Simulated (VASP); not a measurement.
A run of VASP 6.6.1 is set up as follows.

File INCAR:

```
SYSTEM = Ti2SiTe2
PREC = Normal
ENCUT = 520
EDIFF = 1E-4
ISMEAR = 0
SIGMA = 0.15
LREAL = .FALSE.
LASPH = .TRUE.
NELM = 60
ALGO = Fast
ISIF = 3
LWAVE = .FALSE.
LCHARG = .FALSE.
GGA = PE
IBRION = 2
NSW = 24
EDIFFG = -0.08
KPAR = 2
```

KPOINTS

```
regular mesh
0
G
  4 4 4
  0 0 0
```

POSCAR

```
Ti2SiTe2
1.0
   -2.2735520300      2.6859748700      4.7840280400
    2.2735520300     -2.6859748700      4.7840280400
    2.2735520300      2.6859748700     -4.7840280400
Ti Si Te
2 1 2
Direct
    0.3086617700      0.8086617700      0.5000000000
    0.6913382300      0.1913382300      0.5000000000
    0.0000000000      0.0000000000      0.0000000000
    0.7342769600      0.5000000000      0.2342769600
    0.2657230400      0.5000000000      0.7657230400
```

Potentials or basis: VASP PAW PBE potentials, release 64 (Ti_sv, Si, Te).

The run is started by

```bash
$ cat potpaw_PBE.64/Ti_sv/POTCAR potpaw_PBE.64/Si/POTCAR potpaw_PBE.64/Te/POTCAR > POTCAR
$ mpirun -np 2 vasp_std > vasp.out
```

Question: What does it give for the relaxed volume?

Answer: 20.35 Å³/atom.

Question: What does it give for the relaxed cell?

Answer: a = 5.610 Å, b = 5.610 Å, c = 5.610 Å, α = 140.77°, β = 83.63°, γ = 109.65°.

Step by step:
```
step  energy change (eV)  largest force (eV/Å)  pressure (GPa)  volume (Å³)
   1              0.0000                2.6539            4.09       116.86
   2             -2.1002                1.7926           -6.59       125.33
   3             -2.3065                2.0327           -7.06       126.76
   4             -2.5250                2.3720           -6.87       129.07
   5             -3.7881                2.6273            0.67       110.49
   6             -3.8847                2.6514            1.08       110.12
   7             -4.9878                2.0354            1.10       104.62
   8             -5.1400                2.9057            2.70       102.08
   9             -6.3304                1.3723           -2.04       104.59
  10             -6.4400                0.9321           -2.50       104.98
  11             -6.4561                0.7480           -2.53       105.12
  12             -6.5571                0.4668            2.61        99.16
  13             -6.5593                0.5134            2.13        99.81
  14             -6.6689                0.2026            1.24       100.52
  15             -6.7104                0.1938            1.04       101.14
  16             -6.7343                0.1802           -1.35       103.83
  17             -6.7420                0.0545           -0.66       102.95
  18             -6.7422                0.0560           -0.66       102.91
  19             -6.7340                0.0930            0.15       102.03
  20             -6.7420                0.0578           -0.50       102.87
  21             -6.7438                0.0414            0.28       101.77
```

Caveat: the k mesh is coarse (spacing up to 0.45 Å⁻¹), so the values aren't converged; the relaxation stopped at a loose force limit of 0.08 eV/Å, so its end isn't a converged minimum. Spin-orbit coupling is left out, which matters for the levels of Te.
